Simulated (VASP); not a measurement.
Level of theory: G0W0 on PBE orbitals, VASP's PBE PAW potentials (set 64) (plane waves; VASP).

The input files of a VASP run:

**POSCAR**
```
CsCl
1
    4.1200000000     0.0000000000     0.0000000000
    0.0000000000     4.1200000000     0.0000000000
    0.0000000000     0.0000000000     4.1200000000
Cs Cl
1 1
Direct
  0.0000000000   0.0000000000   0.0000000000
  0.5000000000   0.5000000000   0.5000000000
```

**INCAR**
```
NBANDS=160
GGA=PE   ! PBE
NBANDSGW=16
NELMGW=1
LWAVE=.False.
LCHARG=.False.
NOMEGA=64
PREC=Normal
LREAL=.False.   ! projection in real space or not
LASPH=.True.   ! aspherical one-centre terms
LSPECTRALGW=.True.
ALGO=EVGW0
ENCUT=500
SYSTEM=CsCl
ENCUTGW=200
SIGMA=0.01   ! width (eV)
ISMEAR=0   ! Gaussian
```

File KPOINTS:
```
Regular mesh
0
gamma
  4 4 4
```

POTCAR, in this order: Cs_sv_GW Cl_GW (PBE.64 set). Program: vasp_std. Read from the step before: WAVECAR, WAVEDER.

What VASP printed:

File OUTCAR:
```
 ion  position               nearest neighbor table
   1  0.000  0.000  0.000-
   2  0.500  0.500  0.500-
  LATTYP: Found a simple cubic cell.
 ALAT       =     4.1200000000
 Subroutine PRICEL returns:
 Original cell was already a primitive cell.
 Subroutine GETGRP returns: Found 48 space group operations
The static configuration has the point symmetry O_h .
The dynamic configuration has the point symmetry O_h .
 Subroutine INISYM returns: Found 48 space group operations
 Subroutine IBZKPT returns following result:
 Found     10 irreducible k-points:

 Following reciprocal coordinates:
            Coordinates               Weight
  0.000000  0.000000  0.000000      1.000000
  0.250000  0.000000  0.000000      6.000000
  0.500000  0.000000  0.000000      3.000000
  0.250000  0.250000  0.000000     12.000000
  0.500000  0.250000  0.000000     12.000000
  0.500000  0.500000  0.000000      3.000000
  0.250000  0.250000  0.250000      8.000000
  0.500000  0.250000  0.250000     12.000000
  0.500000  0.500000  0.250000      6.000000
...
```

File OSZICAR:
```
energies w=
    0.000    0.000    0.562    0.000    1.124    0.000    1.682    0.000
    2.237    0.000    2.788    0.000    3.332    0.000    3.871    0.000
    4.402    0.000    4.927    0.000    5.444    0.000    5.954    0.000
    6.457    0.000    6.954    0.000    7.444    0.000    7.928    0.000
    8.407    0.000    8.882    0.000    9.354    0.000    9.823    0.000
   10.290    0.000   10.756    0.000   11.223    0.000   11.691    0.000
   12.161    0.000   12.635    0.000   13.114    0.000   13.600    0.000
   14.094    0.000   14.597    0.000   15.111    0.000   15.639    0.000
   16.181    0.000   16.742    0.000   17.322    0.000   17.926    0.000
   18.556    0.000   19.216    0.000   19.910    0.000   20.642    0.000
   21.420    0.000   22.249    0.000   23.137    0.000   24.091    0.000
   25.125    0.000   26.250    0.000   27.482    0.000   28.839    0.000
   30.346    0.000   32.032    0.000   33.933    0.000   36.097    0.000
   38.586    0.000   41.483    0.000   44.898    0.000   48.987    0.000
   53.972    0.000   60.182    0.000   68.129    0.000   78.649    0.000
   93.216    0.000  114.683    0.000  149.399    0.000  214.929    0.000
NQ=   1    0.0000    0.0000    0.0000,
 performed        206000 updates of chi_q(r,r)
NQ=   2    0.2500    0.0000    0.0000,
 performed        576000 updates of chi_q(r,r)
NQ=   3    0.5000    0.0000    0.0000,
 performed        859000 updates of chi_q(r,r)
NQ=   4    0.2500    0.2500    0.0000,
 performed       1301000 updates of chi_q(r,r)
NQ=   5    0.5000    0.2500    0.0000,
 performed       1743000 updates of chi_q(r,r)
NQ=   6    0.5000    0.5000    0.0000,
 performed       2021000 updates of chi_q(r,r)
NQ=   7    0.2500    0.2500    0.2500,
 performed       2360000 updates of chi_q(r,r)
NQ=   8    0.5000    0.2500    0.2500,
 performed       2771000 updates of chi_q(r,r)
NQ=   9    0.5000    0.5000    0.2500,
 performed       3131000 updates of chi_q(r,r)
NQ=  10    0.5000    0.5000    0.5000,
 performed       3337000 updates of chi_q(r,r)
 resolving degeneracies of screened two electron integrals
```

**OUTCAR**
```


 k-point   1 :       0.0000    0.0000    0.0000
  band No.  KS-energies  QP-energies   sigma(KS)   V_xc(KS)     V^pw_x(r,r')   Z            occupation Imag(sigma)

      1     -18.8690     -19.7451     -15.5586     -14.2537     -22.7713       0.6714       2.0000       1.1544
      2     -11.6934     -12.7536     -16.9000     -15.2173     -24.3327       0.6301       2.0000       0.9370
      3      -5.3589      -7.3667     -15.5228     -13.0379     -17.5688       0.8080       2.0000       0.0655
      4      -5.3589      -7.3667     -15.5228     -13.0379     -17.5688       0.8080       2.0000       0.0655
      5      -5.3589      -7.3667     -15.5228     -13.0379     -17.5688       0.8080       2.0000       0.0655
      6       0.4873      -1.1455     -16.2728     -14.1862     -18.4988       0.7825       2.0000       0.0647
      7       0.4873      -1.1455     -16.2728     -14.1862     -18.4988       0.7825       2.0000       0.0647
      8       0.4873      -1.1455     -16.2728     -14.1862     -18.4988       0.7825       2.0000       0.0647
      9       5.7692       6.4993      -6.8650      -7.7230      -3.6028       0.8509       0.0000      -0.0491
     10       5.8902       6.7397      -6.5692      -7.5687      -3.4711       0.8499       0.0000      -0.0487
     11       5.8902       6.7397      -6.5692      -7.5687      -3.4711       0.8499       0.0000      -0.0487
     12      10.5264      12.0212      -8.0384      -9.8390      -4.4977       0.8302       0.0000      -0.0658
     13      10.5264      12.0212      -8.0384      -9.8390      -4.4977       0.8302       0.0000      -0.0658
     14      10.5264      12.0212      -8.0384      -9.8390      -4.4977       0.8302       0.0000      -0.0658
     15      13.6282      14.8869      -7.5554      -9.0961      -3.7391       0.8169       0.0000      -0.1132
     16      13.6282      14.8869      -7.5554      -9.0961      -3.7391       0.8169       0.0000      -0.1132

 k-point   2 :       0.2500    0.0000    0.0000
  band No.  KS-energies  QP-energies   sigma(KS)   V_xc(KS)     V^pw_x(r,r')   Z            occupation Imag(sigma)

      1     -18.8280     -19.7028     -15.6037     -14.2948     -22.7856       0.6684       2.0000       1.1268
      2     -11.7145     -12.7779     -16.8517     -15.1595     -24.2785       0.6284       2.0000       0.9293
      3      -5.6442      -7.6757     -15.3393     -12.8245     -17.4215       0.8078       2.0000       0.0684
      4      -5.2887      -7.2892     -15.5773     -13.1088     -17.5900       0.8104       2.0000       0.0622
      5      -5.2887      -7.2892     -15.5773     -13.1088     -17.5900       0.8104       2.0000       0.0622
      6      -0.1607      -1.8727     -15.3314     -13.1406     -17.5697       0.7815       2.0000       0.0703
      7       0.3734      -1.2801     -16.1232     -14.0081     -18.3716       0.7818       2.0000       0.0660
      8       0.3734      -1.2801     -16.1232     -14.0081     -18.3716       0.7818       2.0000       0.0660
      9       6.2873       7.1810      -6.6106      -7.6640      -3.4417       0.8485       0.0000      -0.0506
     10       6.9153       7.8047      -7.6662      -8.7254      -4.4103       0.8397       0.0000      -0.0522
     11       7.3492       8.2514      -7.0301      -8.0989      -3.7302       0.8441       0.0000      -0.0545
     12      10.1413      11.5308      -7.9441      -9.6200      -4.3868       0.8291       0.0000      -0.0672
     13      10.1413      11.5308      -7.9441      -9.6200      -4.3868       0.8291       0.0000      -0.0672
     14      10.8624      12.3940      -8.0788      -9.9306      -4.4608       0.8271       0.0000      -0.0706
     15      11.0080      12.0963      -6.6201      -7.9321      -2.9280       0.8295       0.0000      -0.0736
     16      13.2521      14.7429      -7.6416      -9.4852      -3.5038       0.8086       0.0000      -0.1033

 k-point   3 :       0.5000    0.0000    0.0000
  band No.  KS-energies  QP-energies   sigma(KS)   V_xc(KS)     V^pw_x(r,r')   Z            occupation Imag(sigma)

      1     -18.7860     -19.6652     -15.6472     -14.3379     -22.8009       0.6715       2.0000       1.1031
      2     -11.7399     -12.8088     -16.7923     -15.0889     -24.2112       0.6275       2.0000       0.9209
      3      -5.8901      -7.9380     -15.2364     -12.6979     -17.3627       0.8067       2.0000       0.0718
      4      -5.2153      -7.2077     -15.6370     -13.1865     -17.6136       0.8130       2.0000       0.0588
      5      -5.2153      -7.2077     -15.6370     -13.1865     -17.6136       0.8130       2.0000       0.0588
      6      -0.6789      -2.4672     -14.8051     -12.5102     -17.1274       0.7793       2.0000       0.0787
      7       0.2530      -1.4149     -15.9594     -13.8153     -18.2310       0.7779       2.0000       0.0676
      8       0.2530      -1.4149     -15.9594     -13.8153     -18.2310       0.7779       2.0000       0.0676
      9       6.9159       7.9057      -6.7320      -7.9041      -3.4307       0.8444       0.0000      -0.0550
     10       8.1183       9.1827      -8.3004      -9.5857      -4.9166       0.8281       0.0000      -0.0602
     11       9.3762      10.2309      -7.3962      -8.4213      -3.8691       0.8339       0.0000      -0.0662
     12       9.4737      10.3773      -6.3569      -7.4302      -2.9125       0.8418       0.0000      -0.0601
     13      10.0211      11.3773      -8.1592      -9.8036      -4.5769       0.8248       0.0000      -0.0701
     14      10.0211      11.3773      -8.1592      -9.8036      -4.5769       0.8248       0.0000      -0.0701
     15      11.3758      12.9690      -8.1778     -10.1195      -4.4370       0.8205       0.0000      -0.0799
     16      12.1524      13.5044      -7.3697      -9.0154      -3.4962       0.8216       0.0000      -0.0798

 k-point   4 :       0.2500    0.2500    0.0000
  band No.  KS-energies  QP-energies   sigma(KS)   V_xc(KS)     V^pw_x(r,r')   Z            occupation Imag(sigma)

      1     -18.7899     -19.6674     -15.6449     -14.3325     -22.8003       0.6686       2.0000       1.1062
      2     -11.6937     -12.7612     -16.8766     -15.1815     -24.2974       0.6298       2.0000       0.9255
      3      -5.7703      -7.8294     -15.1768     -12.6136     -17.3157       0.8033       2.0000       0.0761
      4      -5.5772      -7.6016     -15.3955     -12.8962     -17.4488       0.8100       2.0000       0.0652
      5      -5.2311      -7.2249     -15.6255     -13.1692     -17.6175       0.8117       2.0000       0.0603
      6      -0.2048      -1.9312     -15.3590     -13.1436     -17.6399       0.7793       2.0000       0.0719
      7       0.2368      -1.4257     -15.9908     -13.8620     -18.2180       0.7809       2.0000       0.0660
      8       0.3581      -1.2991     -16.1124     -13.9896     -18.3721       0.7807       2.0000       0.0664
      9       6.7724       7.7151      -7.0641      -8.1804      -3.8361       0.8445       0.0000      -0.0523
     10       7.3962       8.2870      -7.0996      -8.1549      -3.7934       0.8441       0.0000      -0.0533
     11       8.0527       9.1054      -7.2664      -8.5242      -3.9034       0.8370       0.0000      -0.0592
     12       9.2556      10.5287      -7.5408      -9.0608      -4.1353       0.8376       0.0000      -0.0585
     13       9.7032      10.8624      -7.8944      -9.2992      -4.2836       0.8251       0.0000      -0.0702
     14      10.3974      11.7932      -8.0253      -9.7171      -4.4042       0.8250       0.0000      -0.0716
     15      11.5610      12.7391      -6.9624      -8.3927      -3.1217       0.8236       0.0000      -0.0804
     16      12.8321      14.1862      -7.0686      -8.7384      -3.0035       0.8109       0.0000      -0.1035

 k-point   5 :       0.5000    0.2500    0.0000
  band No.  KS-energies  QP-energies   sigma(KS)   V_xc(KS)     V^pw_x(r,r')   Z            occupation Imag(sigma)

      1     -18.7511     -19.6329     -15.6831     -14.3717     -22.8157       0.6725       2.0000       1.0891
      2     -11.6749     -12.7458     -16.8950     -15.1963     -24.3086       0.6304       2.0000       0.9204
      3      -6.0093      -8.0884     -15.0891     -12.5041     -17.2695       0.8043       2.0000       0.0800
      4      -5.7134      -7.7672     -15.2124     -12.6599     -17.3313       0.8046       2.0000       0.0737
      5      -5.1716      -7.1611     -15.6774     -13.2338     -17.6474       0.8142       2.0000       0.0582
      6      -0.2801      -2.0103     -15.3766     -13.1580     -17.6432       0.7798       2.0000       0.0716
      7       0.1372      -1.5432     -15.8604     -13.7057     -18.1122       0.7799       2.0000       0.0677
      8       0.3373      -1.3217     -16.0848     -13.9543     -18.3542       0.7787       2.0000       0.0668
      9       6.9252       7.8841      -7.0183      -8.1546      -3.7720       0.8438       0.0000      -0.0528
     10       7.4337       8.3742      -7.2513      -8.3666      -3.9972       0.8433       0.0000      -0.0524
     11       9.0237      10.1503      -7.5832      -8.9400      -4.0364       0.8304       0.0000      -0.0673
     12       9.1190      10.3682      -7.7003      -9.1951      -4.2998       0.8356       0.0000      -0.0592
     13       9.3392      10.6006      -7.5274      -9.0354      -4.1029       0.8364       0.0000      -0.0595
     14      10.7098      11.6952      -7.2759      -8.4717      -3.5732       0.8240       0.0000      -0.0759
     15      12.0346      13.2559      -7.2630      -8.7629      -3.3348       0.8143       0.0000      -0.0913
     16      12.3061      13.6764      -7.5158      -9.2004      -3.5804       0.8134       0.0000      -0.0925

 k-point   6 :       0.5000    0.5000    0.0000
  band No.  KS-energies  QP-energies   sigma(KS)   V_xc(KS)     V^pw_x(r,r')   Z            occupation Imag(sigma)

      1     -18.7155     -19.5977     -15.7155     -14.4067     -22.8313       0.6741       2.0000       1.0784
      2     -11.6070     -12.6830     -17.0051     -15.3143     -24.4169       0.6364       2.0000       0.9208
      3      -6.1353      -8.2447     -14.9269     -12.2927     -17.1605       0.8008       2.0000       0.0892
      4      -6.1353      -8.2447     -14.9269     -12.2927     -17.1605       0.8008       2.0000       0.0892
      5      -5.1269      -7.1123     -15.7198     -13.2832     -17.6832       0.8148       2.0000       0.0577
...
```
(Selected blocks of OUTCAR.)

The mesh is coarse and the basis finite, so the quasiparticle values are not converged.

The compound is CsCl in the CsCl type structure. The cell was not relaxed at this level.
